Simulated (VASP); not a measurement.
Data:

```
CELL_PARAMETERS angstrom
      0.00000     2.38110     2.38110
      2.38110     0.00000     2.38110
      2.38110     2.38110     0.00000
ATOMIC_POSITIONS crystal
  Na 0.00000 0.00000 0.00000
  H  0.50000 0.50000 0.50000
```

The numbers are results of r2SCAN+rVV10, VASP's PBE PAW potentials (set 64) (plane waves; VASP), not measurements. Settings: 520 eV cut-off, 9×9×9 Γ-centred mesh, Gaussian smearing of 0.050 eV, potentials Na_pv H.

Question: What does the run give for the energy per atom (σ→0)?

Answer: 
| Quantity | Result |
|---|---|
| energy per atom (σ→0) | -3.654 eV/atom |

The absolute energy has meaning only against runs of the same code, potentials and settings.

The compound is NaH in the rock salt structure. It was relaxed first, which changed the volume by -7 %. The start is the result of an earlier pass.
